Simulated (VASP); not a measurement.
# TiC: structure and properties in VASP, part 3 of 5

Aim: relax TiC, then compute properties on the relaxed cell. The start is a cell from a database of measured crystal structures.

VASP 6.6.1; LDA; plane waves and PAW (Ti_sv, C).

So far. Step 5 (Band structure (LDA)): There is no gap at this level. Step 5 (Band structure (LDA)): Of the bands kept, 4 cross the Fermi level on this path.

The database entry behind the starting cell differs from later determinations by our own check (0.1 to 0.3 % short, probably kX units), so it need not match the best structure at ambient conditions.

**6. Density of states (LDA)**

Here the states are counted by energy and projected on the atoms. The mesh is finer than in the run before.

INCAR reads:

```
SYSTEM = TiC
PREC = Accurate
ENCUT = 520
EDIFF = 1E-06
NELM = 100
ISMEAR = -5
SIGMA = 0.05
LREAL = .FALSE.
ALGO = Normal
GGA = CA
NBANDS = 20
LORBIT = 11
LWAVE = .FALSE.
LCHARG = .FALSE.
KPAR = 2
NEDOS = 2001
```

POSCAR reads:

```
TiC
1.0
    0.0000000000      2.1323194484      2.1323194484
    2.1323194484      0.0000000000      2.1323194484
    2.1323194484      2.1323194484      0.0000000000
Ti C
1 1
Direct
    0.0000000000      0.0000000000      0.0000000000
    0.5000000000      0.5000000000      0.5000000000
```

KPOINTS reads:

```
Automatic mesh
0
Gamma
13 13 13
0 0 0
```

PAW data sets: Ti_sv and C (LDA family, release 64).

Command:

```console
$ mpirun -np 2 vasp_std
```

The program printed:

```text
[... set-up lines as in an earlier step ...]
 entering main loop
       N       E                     dE             d eps       ncg     rms          rms(c)
DAV:   1     0.119703881139E+03    0.11970E+03   -0.72693E+03  3376   0.962E+02
DAV:   2    -0.186505203008E+02   -0.13835E+03   -0.12805E+03  3436   0.271E+02
DAV:   3    -0.258204026724E+02   -0.71699E+01   -0.70416E+01  4180   0.620E+01
DAV:   4    -0.259805753718E+02   -0.16017E+00   -0.15996E+00  3888   0.873E+00
DAV:   5    -0.259831472909E+02   -0.25719E-02   -0.25718E-02  3920   0.106E+00    0.189E+01
DAV:   6    -0.212181408156E+02    0.47650E+01   -0.46396E+00  4536   0.424E+01    0.703E+00
DAV:   7    -0.205793519240E+02    0.63879E+00   -0.11613E+00  4076   0.155E+01    0.525E+00
DAV:   8    -0.205424062005E+02    0.36946E-01   -0.12382E-01  4332   0.344E+00    0.258E+00
DAV:   9    -0.205415685814E+02    0.83762E-03   -0.44375E-02  4536   0.187E+00    0.768E-01
DAV:  10    -0.205408655589E+02    0.70302E-03   -0.42897E-03  3576   0.664E-01    0.664E-01
DAV:  11    -0.205386944870E+02    0.21711E-02   -0.15665E-03  3832   0.669E-01    0.192E-01
DAV:  12    -0.205385885197E+02    0.10597E-03   -0.22950E-04  4404   0.169E-01    0.493E-02
DAV:  13    -0.205385838768E+02    0.46429E-05   -0.26119E-05  3632   0.527E-02    0.324E-02
DAV:  14    -0.205385859602E+02   -0.20834E-05   -0.58218E-06  3672   0.342E-02    0.520E-03
DAV:  15    -0.205385864473E+02   -0.48708E-06   -0.63638E-07  2896   0.697E-03
   1 F= -.20538586E+02 E0= -.20538586E+02  d E =0.000000E+00
 -----------------------------------------------------------------------------
|                                                                             |
|           W    W    AA    RRRRR   N    N  II  N    N   GGGG   !!!           |
|           W    W   A  A   R    R  NN   N  II  NN   N  G    G  !!!           |
|           W    W  A    A  R    R  N N  N  II  N N  N  G       !!!           |
|           W WW W  AAAAAA  RRRRR   N  N N  II  N  N N  G  GGG   !            |
|           WW  WW  A    A  R   R   N   NN  II  N   NN  G    G                |
|           W    W  A    A  R    R  N    N  II  N    N   GGGG   !!!           |
|                                                                             |
|     Tetrahedron method does not include variations of the Fermi             |
|     occupations, so forces and stress will be inaccurate. We suggest        |
|     using a different smearing scheme ISMEAR = 1 or 2 for metals in         |
|     relaxations.                                                            |
|                                                                             |
 -----------------------------------------------------------------------------
```

The job ended after 38 s (2 MPI ranks of AMD EPYC 7R43, shared host; peak memory 0.23 GiB).

OUTCAR, selected parts (step 6):

```text
   k-points           NKPTS =     84   k-points in BZ     NKDIM =     84   number of bands    NBANDS=     20

   NELECT =      16.0000    total number of electrons

 E-fermi :   9.8179

 k-point     1 :       0.0000    0.0000    0.0000
  band No.  band energies     occupation
      1     -45.9508      2.00000
      2     -22.3288      2.00000
      3     -22.3288      2.00000
      4     -22.3288      2.00000
      5      -2.6265      2.00000
      6      10.4412     -1.32579
      7      10.4412      0.00000
      8      10.4412      0.00000
      9      11.5439      0.00000
     10      11.5439      0.00000
    ...

  Total       -0.0129501     -0.0129501     -0.0129501     -0.0000000      0.0000000     -0.0000000
  in kB       -1.0700289     -1.0700289     -1.0700289     -0.0000000      0.0000000     -0.0000000
  external PRESSURE =      -1.0700289 kB  Pullay stress =       0.0000000 kB

 POSITION                                       TOTAL-FORCE (eV/Angst)
 -----------------------------------------------------------------------------------
      0.00000      0.00000      0.00000         0.000000     -0.000000      0.000000
      2.13232      2.13232      2.13232        -0.000000      0.000000     -0.000000
 -----------------------------------------------------------------------------------
    total drift:                                0.000000     -0.000000     -0.000000

  FREE ENERGIE OF THE ION-ELECTRON SYSTEM (eV)
  ---------------------------------------------------
  free  energy   TOTEN  =       -20.5385864473 eV

  energy  without entropy=      -20.5385864473  energy(sigma->0) =      -20.53858645

[... 6 parts as in an earlier step ...]

[... 10 further parts left out ...]
```

With tetrahedra the forces and stress of a metal are not exact derivatives of the energy.

This step gave:

| Property | Result |
| --- | --- |
| irreducible k-points | 84 |
| Fermi energy | 9.818 eV |
| pressure | -0.1070 GPa |
| DOS at the Fermi level | 0.2334 states/eV/cell |

The density of states has structure finer than the step of the table below, so its rows give means over 0.5 eV, whole bins alone (the curve runs from -12.0 to 1.75 eV). Peaks (eV: height): total -9.29: 2.00, -3.98: 1.34, -3.08: 3.82, -2.50: 3.24; Ti d -9.44: 0.22, -3.98: 0.277, -3.08: 1.19, -2.50: 1.22; C p -3.98: 0.338, -3.46: 0.338, -3.08: 0.947, -2.50: 0.872; Ti p -9.29: 0.132, -3.46: 0.181, -3.12: 0.272; Ti s -10.06: 0.0498, -4.42: 0.0797, -2.50: 0.0195.

States under -12.0 eV and over 1.8 eV are left out. Density of states against energy, zero at the Fermi level; means over each step; values in states/eV/cell:

| energy (eV) | total | Ti d | C p | Ti p | Ti s | C s |
| --- | --- | --- | --- | --- | --- | --- |
| -11.5 | 0.162 | 6.5e-4 | 0.00111 | 0.00517 | 0.0224 | 0.0579 |
| -11.0 | 0.240 | 0.00290 | 0.00204 | 0.0108 | 0.0283 | 0.0886 |
| -10.5 | 0.371 | 0.0111 | 0.00321 | 0.0204 | 0.0339 | 0.143 |
| -10.0 | 0.923 | 0.0917 | 0.00466 | 0.0416 | 0.0432 | 0.387 |
| -9.5 | 1.57 | 0.174 | 0.00506 | 0.0897 | 0.0296 | 0.694 |
| -9.0 | 0.623 | 0.0425 | 0.00181 | 0.0543 | 0.00653 | 0.283 |
| -8.5 | 0.00381 | 5.4e-5 | 9.6e-6 | 4.6e-4 | 2.9e-5 | 0.00177 |
| -8.0 | 0 | 0 | 0 | 0 | 0 | 0 |
| -7.5 | 0 | 0 | 0 | 0 | 0 | 0 |
| -7.0 | 0 | 0 | 0 | 0 | 0 | 0 |
| -6.5 | 0 | 0 | 0 | 0 | 0 | 0 |
| -6.0 | 0.0392 | 0.00715 | 0.00818 | 4.0e-4 | 0.00501 | 4.6e-4 |
| -5.5 | 0.237 | 0.0448 | 0.0505 | 0.00451 | 0.0271 | 0.00358 |
| -5.0 | 0.502 | 0.101 | 0.111 | 0.0142 | 0.0482 | 0.00854 |
| -4.5 | 0.956 | 0.205 | 0.222 | 0.0364 | 0.0738 | 0.0160 |
| -4.0 | 1.12 | 0.231 | 0.279 | 0.0739 | 0.0573 | 0.0166 |
| -3.5 | 0.771 | 0.135 | 0.198 | 0.0816 | 0.0193 | 0.00940 |
| -3.0 | 2.47 | 0.791 | 0.607 | 0.164 | 0.00887 | 0.00821 |
| -2.5 | 2.57 | 0.983 | 0.670 | 0.0844 | 0.0123 | 0.00638 |
| -2.0 | 1.45 | 0.572 | 0.363 | 0.0474 | 0.00693 | 0.00460 |
| -1.5 | 0.870 | 0.332 | 0.229 | 0.0305 | 0.00378 | 0.00295 |
| -1.0 | 0.585 | 0.211 | 0.164 | 0.0238 | 0.00195 | 0.00171 |
| -0.5 | 0.346 | 0.120 | 0.100 | 0.0162 | 6.8e-4 | 6.6e-4 |
| 0.0 | 0.249 | 0.0977 | 0.0627 | 0.0115 | 4.4e-4 | 4.1e-4 |
| 0.5 | 0.430 | 0.215 | 0.0791 | 0.0148 | 0.00163 | 0.00117 |
| 1.0 | 0.672 | 0.414 | 0.0828 | 0.0129 | 0.00330 | 0.00242 |
| 1.5 | 0.849 | 0.582 | 0.0801 | 0.0105 | 0.00489 | 0.00362 |

The finer mesh and the other smearing move the Fermi level by +0.03 eV from the 9×9×9 run, a small shift, which tests the Fermi level alone. Of the states within 0.3 eV of the Fermi level, the largest shares in the PAW spheres are Ti d 39 % and C p 25 %. The rest lies in smaller channels or between the spheres.

**7. Volume scan with LDA, volume scale 0.94**

An equation of state needs energies on both sides of the minimum, all on one mesh and cutoff.

INCAR reads:

```
SYSTEM = TiC
PREC = Accurate
ENCUT = 520
EDIFF = 1E-06
NELM = 100
ISMEAR = 0
SIGMA = 0.05
LREAL = .FALSE.
ALGO = Normal
GGA = CA
NBANDS = 14
LORBIT = 11
LWAVE = .FALSE.
LCHARG = .FALSE.
KPAR = 2
ISIF = 2
```

POSCAR reads:

```
TiC
1.0
    0.0000000000      2.0887905110      2.0887905110
    2.0887905110      0.0000000000      2.0887905110
    2.0887905110      2.0887905110      0.0000000000
Ti C
1 1
Direct
    0.0000000000      0.0000000000      0.0000000000
    0.5000000000      0.5000000000      0.5000000000
```

KPOINTS reads:

```
Automatic mesh
0
Gamma
9 9 9
0 0 0
```

Command:

```console
$ mpirun -np 2 vasp_std
```

The program printed:

```text
[... set-up lines as in an earlier step ...]
 entering main loop
       N       E                     dE             d eps       ncg     rms          rms(c)
DAV:   1     0.119132538834E+03    0.11913E+03   -0.81558E+03   980   0.139E+03
DAV:   2    -0.181177833919E+02   -0.13725E+03   -0.12906E+03  1046   0.352E+02
DAV:   3    -0.254124584062E+02   -0.72947E+01   -0.71271E+01  1234   0.807E+01
DAV:   4    -0.257408876695E+02   -0.32843E+00   -0.32821E+00  1236   0.157E+01
DAV:   5    -0.257466209193E+02   -0.57332E-02   -0.57326E-02  1280   0.182E+00    0.204E+01
DAV:   6    -0.209497154346E+02    0.47969E+01   -0.12234E+01  1370   0.609E+01    0.664E+00
DAV:   7    -0.204936227472E+02    0.45609E+00   -0.19600E+00  1180   0.213E+01    0.591E+00
DAV:   8    -0.204676250198E+02    0.25998E-01   -0.12050E-01  1124   0.442E+00    0.286E+00
DAV:   9    -0.204710381498E+02   -0.34131E-02   -0.65780E-02  1252   0.242E+00    0.766E-01
DAV:  10    -0.204699544201E+02    0.10837E-02   -0.75591E-03  1246   0.116E+00    0.584E-01
DAV:  11    -0.204689605164E+02    0.99390E-03   -0.34184E-03  1058   0.882E-01    0.756E-02
DAV:  12    -0.204689391463E+02    0.21370E-04   -0.25288E-04  1130   0.233E-01    0.181E-02
DAV:  13    -0.204689294844E+02    0.96618E-05   -0.28218E-05  1246   0.804E-02    0.532E-03
DAV:  14    -0.204689292277E+02    0.25675E-06   -0.74341E-07   832   0.133E-02
   1 F= -.20468929E+02 E0= -.20468491E+02  d E =-.877340E-03
```

Elapsed: 11 s, on 2 MPI ranks; peak memory 0.19 GiB; 21 s of CPU time.

OUTCAR, selected parts (step 7):

```text
   ENCUT  =  520.0 eV  38.22 Ry    6.18 a.u.   5.49  5.49  5.49*2*pi/ulx,y,z

   NELECT =      16.0000    total number of electrons

 E-fermi :  10.5895

 k-point     1 :       0.0000    0.0000    0.0000
  band No.  band energies     occupation
      1     -45.0041      2.00000
      2     -21.3337      2.00000
      3     -21.3337      2.00000
      4     -21.3337      2.00000
      5      -2.1229      2.00000
      6      11.2328      0.00000
      7      11.2328      0.00000
      8      11.2328      0.00000
      9      12.4031      0.00000
     10      12.4031      0.00000
    ...

  Total        2.2187781      2.2187781      2.2187781     -0.0000000      0.0000000     -0.0000000
  in kB      195.0337602    195.0337602    195.0337602     -0.0000000      0.0000000     -0.0000000
  external PRESSURE =     195.0337602 kB  Pullay stress =       0.0000000 kB

 POSITION                                       TOTAL-FORCE (eV/Angst)
 -----------------------------------------------------------------------------------
      0.00000      0.00000      0.00000        -0.000000     -0.000000     -0.000000
      2.08879      2.08879      2.08879         0.000000      0.000000      0.000000
 -----------------------------------------------------------------------------------
    total drift:                                0.000000     -0.000000     -0.000000

  FREE ENERGIE OF THE ION-ELECTRON SYSTEM (eV)
  ---------------------------------------------------
  free  energy   TOTEN  =       -20.4689292277 eV

  energy  without entropy=      -20.4680518880  energy(sigma->0) =      -20.46849056

[... 4 parts as in an earlier step ...]

[... 12 further parts left out ...]
```

The scan keeps the cell's shape and the fractional positions fixed.

Numbers from this step:

| Quantity | Value |
| --- | --- |
| SCF cycles | 14 |
| bands | 14 |
| irreducible k-points | 35 |
| free energy (TOTEN) | -20.47 eV |
| energy at zero smearing | -20.47 eV |
| Fermi energy | 10.59 eV |
| pressure | 19.50 GPa |

The pressure here is 19.50 GPa.

**8. Volume scan with LDA, volume scale 0.96**

INCAR is that of step 7.

POSCAR reads:

```
TiC
1.0
    0.0000000000      2.1035007880      2.1035007880
    2.1035007880      0.0000000000      2.1035007880
    2.1035007880      2.1035007880      0.0000000000
Ti C
1 1
Direct
    0.0000000000      0.0000000000      0.0000000000
    0.5000000000      0.5000000000      0.5000000000
```

KPOINTS is that of step 7.

Command:

```console
$ mpirun -np 2 vasp_std
```

The program printed:

```text
[... set-up lines as in an earlier step ...]
 entering main loop
       N       E                     dE             d eps       ncg     rms          rms(c)
DAV:   1     0.115634780036E+03    0.11563E+03   -0.79450E+03   980   0.138E+03
DAV:   2    -0.184455451137E+02   -0.13408E+03   -0.12719E+03  1010   0.354E+02
DAV:   3    -0.255537762759E+02   -0.71082E+01   -0.69465E+01  1328   0.799E+01
DAV:   4    -0.258350062645E+02   -0.28123E+00   -0.28108E+00  1156   0.148E+01
DAV:   5    -0.258432496321E+02   -0.82434E-02   -0.82430E-02  1366   0.214E+00    0.198E+01
DAV:   6    -0.210436526687E+02    0.47996E+01   -0.12542E+01  1376   0.608E+01    0.672E+00
DAV:   7    -0.205395944537E+02    0.50406E+00   -0.20814E+00  1176   0.218E+01    0.572E+00
DAV:   8    -0.205109484226E+02    0.28646E-01   -0.11761E-01  1130   0.422E+00    0.314E+00
DAV:   9    -0.205097833556E+02    0.11651E-02   -0.77353E-02  1252   0.293E+00    0.721E-01
DAV:  10    -0.205087675023E+02    0.10159E-02   -0.89638E-03  1306   0.129E+00    0.590E-01
DAV:  11    -0.205075650002E+02    0.12025E-02   -0.37868E-03  1040   0.893E-01    0.118E-01
DAV:  12    -0.205075729908E+02   -0.79906E-05   -0.28624E-04  1118   0.199E-01    0.172E-02
DAV:  13    -0.205075637962E+02    0.91945E-05   -0.36410E-05  1232   0.916E-02    0.887E-03
DAV:  14    -0.205075634893E+02    0.30696E-06   -0.93568E-07   794   0.104E-02
   1 F= -.20507563E+02 E0= -.20507137E+02  d E =-.853044E-03
```

The job ended after 12 s (2 MPI ranks; peak memory 0.2 GiB).

OUTCAR, selected parts (step 8):

```text
   ENCUT  =  520.0 eV  38.22 Ry    6.18 a.u.   5.53  5.53  5.53*2*pi/ulx,y,z

   NELECT =      16.0000    total number of electrons

 E-fermi :  10.3130

 k-point     1 :       0.0000    0.0000    0.0000
  band No.  band energies     occupation
      1     -45.3311      2.00000
      2     -21.6786      2.00000
      3     -21.6786      2.00000
      4     -21.6786      2.00000
      5      -2.2985      2.00000
      6      10.9594      0.00000
      7      10.9594      0.00000
      8      10.9594      0.00000
      9      12.1080      0.00000
     10      12.1080      0.00000
    ...

  Total        1.4323863      1.4323863      1.4323863     -0.0000000      0.0000000      0.0000000
  in kB      123.2856965    123.2856965    123.2856965     -0.0000000      0.0000000      0.0000000
  external PRESSURE =     123.2856965 kB  Pullay stress =       0.0000000 kB

 POSITION                                       TOTAL-FORCE (eV/Angst)
 -----------------------------------------------------------------------------------
      0.00000      0.00000      0.00000         0.000000     -0.000000      0.000000
      2.10350      2.10350      2.10350        -0.000000      0.000000      0.000000
 -----------------------------------------------------------------------------------
    total drift:                                0.000000     -0.000000     -0.000000

  FREE ENERGIE OF THE ION-ELECTRON SYSTEM (eV)
  ---------------------------------------------------
  free  energy   TOTEN  =       -20.5075634893 eV

  energy  without entropy=      -20.5067104456  energy(sigma->0) =      -20.50713697

[... 4 parts as in an earlier step ...]

[... 12 further parts left out ...]
```

This step gave:

| Quantity | Value |
| --- | --- |
| free energy (TOTEN) | -20.51 eV |
| energy at zero smearing | -20.51 eV |
| Fermi energy | 10.31 eV |
| pressure | 12.33 GPa |

The pressure falls from 19.50 to 12.33 GPa.

The run ends at a pressure of 12.33 GPa.

**9. Volume scan with LDA, volume scale 0.98**

INCAR is that of step 8.

POSCAR reads:

```
TiC
1.0
    0.0000000000      2.1180081484      2.1180081484
    2.1180081484      0.0000000000      2.1180081484
    2.1180081484      2.1180081484      0.0000000000
Ti C
1 1
Direct
    0.0000000000      0.0000000000      0.0000000000
    0.5000000000      0.5000000000      0.5000000000
```

KPOINTS is that of step 8.

Command:

```console
$ mpirun -np 2 vasp_std
```

The program printed:

```text
[... set-up lines as in an earlier step ...]
 entering main loop
       N       E                     dE             d eps       ncg     rms          rms(c)
DAV:   1     0.120651501698E+03    0.12065E+03   -0.79649E+03   980   0.135E+03
DAV:   2    -0.178921215150E+02   -0.13854E+03   -0.13102E+03  1058   0.356E+02
DAV:   3    -0.255844014512E+02   -0.76923E+01   -0.75351E+01  1258   0.827E+01
DAV:   4    -0.259127880292E+02   -0.32839E+00   -0.32810E+00  1206   0.155E+01
[...]
DAV:  12    -0.205297253554E+02   -0.10634E-04   -0.41135E-04  1070   0.234E-01    0.254E-02
DAV:  13    -0.205297167747E+02    0.85807E-05   -0.22785E-05  1308   0.727E-02    0.818E-03
DAV:  14    -0.205297165783E+02    0.19634E-06   -0.65486E-07   724   0.929E-03
   1 F= -.20529717E+02 E0= -.20529347E+02  d E =-.739859E-03
```

The job ended after 9.8 s (2 MPI ranks; peak memory 0.18 GiB).

OUTCAR, selected parts (step 9):

```text
  Total        0.6934828      0.6934828      0.6934828     -0.0000000      0.0000000     -0.0000000
  in kB       58.4700409     58.4700409     58.4700409     -0.0000000      0.0000000     -0.0000000
  external PRESSURE =      58.4700409 kB  Pullay stress =       0.0000000 kB

 POSITION                                       TOTAL-FORCE (eV/Angst)
 -----------------------------------------------------------------------------------
      0.00000      0.00000      0.00000        -0.000000      0.000000     -0.000000
      2.11801      2.11801      2.11801         0.000000     -0.000000      0.000000
 -----------------------------------------------------------------------------------
    total drift:                                0.000000     -0.000000     -0.000000

  FREE ENERGIE OF THE ION-ELECTRON SYSTEM (eV)
  ---------------------------------------------------
  free  energy   TOTEN  =       -20.5297165783 eV

  energy  without entropy=      -20.5289767190  energy(sigma->0) =      -20.52934665

[... 1 part as in an earlier step ...]

[... 2 further parts left out ...]
[key lines of the parts left out:]
E-fermi :  10.0450
```

The pressure falls from 12.33 to 5.85 GPa.

The run ends at a pressure of 5.85 GPa.

**10. Volume scan with LDA, volume scale 1**

INCAR is that of step 9.

POSCAR reads:

```
TiC
1.0
    0.0000000000      2.1323194484      2.1323194484
    2.1323194484      0.0000000000      2.1323194484
    2.1323194484      2.1323194484      0.0000000000
Ti C
1 1
Direct
    0.0000000000      0.0000000000      0.0000000000
    0.5000000000      0.5000000000      0.5000000000
```

KPOINTS is that of step 9.

Command:

```console
$ mpirun -np 2 vasp_std
```

The program printed:

```text
[... set-up lines as in an earlier step ...]
 entering main loop
       N       E                     dE             d eps       ncg     rms          rms(c)
DAV:   1     0.116862192457E+03    0.11686E+03   -0.80831E+03   986   0.138E+03
[... 4 cycles as in an earlier step ...]
DAV:   6    -0.211810702699E+02    0.48012E+01   -0.13078E+01  1370   0.606E+01    0.693E+00
DAV:   7    -0.205833248840E+02    0.59775E+00   -0.22964E+00  1162   0.227E+01    0.536E+00
DAV:   8    -0.205519984818E+02    0.31326E-01   -0.11986E-01  1100   0.397E+00    0.344E+00
DAV:   9    -0.205395172701E+02    0.12481E-01   -0.10206E-01  1234   0.384E+00    0.675E-01
DAV:  10    -0.205387841865E+02    0.73308E-03   -0.10394E-02  1280   0.135E+00    0.629E-01
DAV:  11    -0.205369501602E+02    0.18340E-02   -0.56849E-03  1046   0.109E+00    0.150E-01
DAV:  12    -0.205369517554E+02   -0.15952E-05   -0.50293E-04  1064   0.249E-01    0.443E-02
DAV:  13    -0.205369407270E+02    0.11028E-04   -0.23460E-05  1232   0.447E-02    0.742E-03
DAV:  14    -0.205369406048E+02    0.12225E-06   -0.78040E-07   796   0.972E-03
   1 F= -.20536941E+02 E0= -.20536640E+02  d E =-.600588E-03
```

Run time: 11 s. Hardware: 2 MPI ranks; peak memory 0.17 GiB; 20 s of CPU time.

From OUTCAR (step 10):

```text
  Total       -0.0081320     -0.0081320     -0.0081320      0.0000000      0.0000000     -0.0000000
  in kB       -0.6719263     -0.6719263     -0.6719263      0.0000000      0.0000000     -0.0000000
  external PRESSURE =      -0.6719263 kB  Pullay stress =       0.0000000 kB

 POSITION                                       TOTAL-FORCE (eV/Angst)
 -----------------------------------------------------------------------------------
      0.00000      0.00000      0.00000         0.000000      0.000000     -0.000000
      2.13232      2.13232      2.13232        -0.000000      0.000000      0.000000
 -----------------------------------------------------------------------------------
    total drift:                                0.000000     -0.000000     -0.000000

[... 4 parts as in an earlier step ...]

[... 1 further part left out ...]
[key lines of the parts left out:]
E-fermi :   9.7850
```

The pressure falls from 5.85 to -0.07 GPa, so it vanishes between these two volumes.

(Continued in part 4 of 5.)

[Lines on the potential files, build, host, timing and source positions are cut from VASP's logs without a mark.]

[Logs are printed without paths, hosts, clocks, repeated set-up lines and the standing remarks that a program may print on its own settings, such as how far it seeks lower states.]

[Hosts, paths, dates, database ids (printed as entryN), source tags and the programs' standing remarks are cut or masked in the printed files.]

[A measured line is paired with the nearest computed mode of its activity, which favours agreement.]
